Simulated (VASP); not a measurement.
Input:

```yaml
crystal:
  lattice:
    - [0.00000, 2.55393, 2.55393]
    - [2.55393, 0.00000, 2.55393]
    - [2.55393, 2.55393, 0.00000]
  atoms:
    - { symbol: N, position: [0.00000, 0.00000, 0.00000] }
    - { symbol: Nd, position: [0.50000, 0.50000, 0.50000] }
```

Calculation: PBEsol GGA, VASP's PBE PAW potentials (set 64) (plane waves; VASP). Settings: 520 eV cut-off, 14×14×14 Γ-centred mesh, tetrahedra with Blöchl corrections, potentials N Nd_3.

The 4f electrons are frozen in the core of the lanthanide potential, so 4f levels, which can set the real gap, and their magnetism are missing.

Q: What does the run give for the energy per atom (σ→0), band gap (on the k-mesh) with the smallest direct gap where there is one?

A: 
band gap (on the k-mesh): none (metal, semimetal or under 0.01 eV)
energy per atom (σ→0): -8348 meV/atom

The structure comes from a measured NdN entry (Fm-3m) of the Crystallography Open Database, whose conditions weren't checked. It was relaxed first.
